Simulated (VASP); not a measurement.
Computed with PBEsol GGA, VASP's PBE PAW potentials (set 64) (plane waves; VASP). For the alloy's cell: Numerical set-up: 400 eV cut-off, 6×6×6 Γ-centred mesh, tetrahedra with Blöchl corrections, potentials Ga_d Sb As.

| end member | E (eV/atom) | V (Å³/atom) | gap (eV) |
|---|---|---|---|
| GaAs (zinc blende) | -4.5444 | 22.63 | 0.44 |
| GaSb (zinc blende) | -4.0769 | 28.50 | 0.02 |

An ordered cell with a fraction 0.25 of the second end member relaxes to

```
CELL_PARAMETERS angstrom
      5.77511     0.00000     0.00000
      0.00000     5.77511     0.00000
      0.00000     0.00000     5.77511
ATOMIC_POSITIONS crystal
  Ga 0.99144 0.99144 0.99144
  Ga 0.50856 0.50856 0.99144
  Ga 0.50856 0.99144 0.50856
  Ga 0.99144 0.50856 0.50856
  Sb 0.25000 0.25000 0.25000
  As 0.75000 0.75000 0.25000
  As 0.75000 0.25000 0.75000
  As 0.25000 0.75000 0.75000
```

Unless said otherwise, spin-orbit coupling is left out, though it shifts the bands of the heavy elements here.

Estimate the mixing energy, the deviation from a linear volume and the gap.

Its energy is -4.4030 eV/atom, so the mixing energy is 25 meV/atom. The volume of 24.08 Å³/atom lies -0.1 % from the linear mean. The cell is without a gap at this level.
